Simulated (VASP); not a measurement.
VASP ran on this input.

File POSCAR:
```
KZnF3
1.0
  3.9828850529   0.0000000000   0.0000000000
  0.0000000000   3.9828850529   0.0000000000
  0.0000000000   0.0000000000   3.9828850529
K Zn F
1 1 3
direct
  0.0000000000   0.0000000000   0.0000000000
  0.5000000000   0.5000000000   0.5000000000
  0.5000000000   0.0000000000   0.5000000000
  0.0000000000   0.5000000000   0.5000000000
  0.5000000000   0.5000000000   0.0000000000
```

KPOINTS:
```
Automatic mesh
0
Gamma
6 6 6
0 0 0
```

INCAR:
```
SYSTEM = KZnF3
PREC = Accurate; ENCUT = 620; LREAL = .False.
LASPH = .True.
EDIFF = 1E-6; NELM = 100; ALGO = Normal
LMAXMIX = 4
ISMEAR = 0; SIGMA = 0.05
GGA = PS
IBRION = 2; NSW = 40; ISIF = 3
EDIFFG = -0.02; PSTRESS = 50
LWAVE = .False.; LCHARG = .False.
```

POTCAR, in this order: K_sv Zn F (PBE.64 set). Program: vasp_std.

**Question.** Write an equivalent input for Quantum ESPRESSO's pw.x.

**Answer.** One equivalent input (not run):
```
&CONTROL
  calculation = 'vc-relax'
  pseudo_dir = './pseudo'
  outdir = './out'
  tprnfor = .true.
  tstress = .true.
  nstep = 40
  forc_conv_thr = 0.00078
/
&SYSTEM
  ibrav = 0
  nat = 5
  ntyp = 3
  ecutwfc = 84
  occupations = 'smearing'
  smearing = 'gaussian'
  degauss = 0.003675
  input_dft = 'pbesol'
/
&ELECTRONS
  conv_thr = 7.3e-08
  electron_maxstep = 100
/
&IONS
/
&CELL
  press = 50
/
ATOMIC_SPECIES
  K 39.098 K.upf
  Zn 65.380 Zn.upf
  F 18.998 F.upf
CELL_PARAMETERS angstrom
     3.9828851    0.0000000    0.0000000
     0.0000000    3.9828851    0.0000000
    -0.0000000   -0.0000000    3.9828851
ATOMIC_POSITIONS crystal
  K    0.0000000  0.0000000  0.0000000
  Zn   0.5000000  0.5000000  0.5000000
  F    0.5000000  0.0000000  0.5000000
  F    0.0000000  0.5000000  0.5000000
  F    0.5000000  0.5000000  0.0000000
K_POINTS automatic
  6 6 6 0 0 0
```
The two are equivalent in intent, not identical: the potentials are each code's own (VASP's PAW set, PseudoDojo norm-conserving files in pw.x), so ENCUT and ecutwfc are chosen apart and not converted; conv_thr bounds pw.x's estimated SCF error, while EDIFF bounds the energy change between steps; forc_conv_thr acts on force components and is met together with etot_conv_thr.

The compound is KZnF3 in the cubic perovskite structure. It was relaxed first under an external pressure of 5 GPa.
